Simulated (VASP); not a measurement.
Shape and ions are relaxed at each volume.

Energy against volume of CdS (wurtzite). Calculation: RPBE GGA, VASP's PBE PAW potentials (set 64) (plane waves; VASP).

```tsv
V (Å³/atom)	E (eV/atom)
25.595	-2.74813
26.411	-2.76080
27.228	-2.76493
28.045	-2.76184
28.862	-2.75265
```

Question: Fit a third-order Birch-Murnaghan equation of state.

Answer: 
```
Item                                            Result
---------------------------------------  -------------
volume per atom                          27.26 Å³/atom
bulk modulus                                  46.8 GPa
pressure derivative of the bulk modulus           4.63
```

Measured: bulk modulus 60.7 GPa (computed value off by -22.9 %), as given by Cormac Toher et al., Physical Review Materials (2017), arXiv:1611.05714. The calculation is for a static lattice, while the measured bulk modulus holds thermal and zero-point effects, which are part of the difference.

The compound is CdS in the wurtzite structure. It was relaxed first, which changed the volume by +9 %.
